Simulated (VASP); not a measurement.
Data:

```xyz
3
Lattice="3.8125 0.0000 0.0000 -1.9062 3.3017 0.0000 0.0000 0.0000 17.0997" Properties=species:S:1:pos:R:3 pbc="T T T"
Sn     0.0216    -0.0433     8.5740
Se    -0.0074     2.2298    10.0170
Se     1.8921     1.1153     7.0586
```

Computed with PBE GGA, VASP's PBE PAW potentials (set 64) (plane waves; VASP 6.6.1). Numerical set-up: 300 eV cut-off, 5×5×1 Γ-centred mesh, Gaussian smearing of 0.10 eV, potentials Sn_d Se.

At this cut-off the stress carries a Pulay error, which pulls relaxed volumes low. The cell holds a wide vacuum, so values per volume refer to the whole cell.

Problem. Give the force on each atom (eV/Å).

Solution. 
```csv
atom,Fx,Fy,Fz
Sn1,-0.259,0.504,-0.667
Se2,0.153,-0.298,1.752
Se3,0.106,-0.206,-1.084
```

Problem. Give the stress tensor in GPa (positive for a compressed cell).

Solution. 
```
 2.40  -0.04   0.04
-0.04   2.28  -0.09
 0.04  -0.09   3.04
```
The pressure is its mean diagonal, 2.57 GPa.

The cell is a sheet with vacuum, built from a generated structure.
